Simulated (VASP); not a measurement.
Here is the system:

```
SrTe
1.0
    0.00000     3.36246     3.36246
    3.36246     0.00000     3.36246
    3.36246     3.36246     0.00000
Sr Te
1 1
Direct
  0.00000   0.00000   0.00000
  0.50000   0.50000   0.50000
```

Computed with PBE GGA, VASP's PBE PAW potentials (set 64) (plane waves; VASP 6.6.1). Settings: 520 eV cut-off, 6×6×6 Γ-centred mesh, Gaussian smearing of 0.050 eV, potentials Sr_sv Te.

Unless said otherwise, spin-orbit coupling is left out, though it shifts the bands of the heavy elements here.

What does the run give for the energy per atom (σ→0), band gap (on the k-mesh) with the smallest direct gap where there is one?

band gap (on the k-mesh): 1.77 eV
smallest direct gap (on the k-mesh): 2.49 eV
energy per atom (σ→0): -4.134 eV/atom

Total energies compare only between runs with the same potentials, cut-off and functional.

The compound is SrTe in the rock salt structure. It was relaxed first.
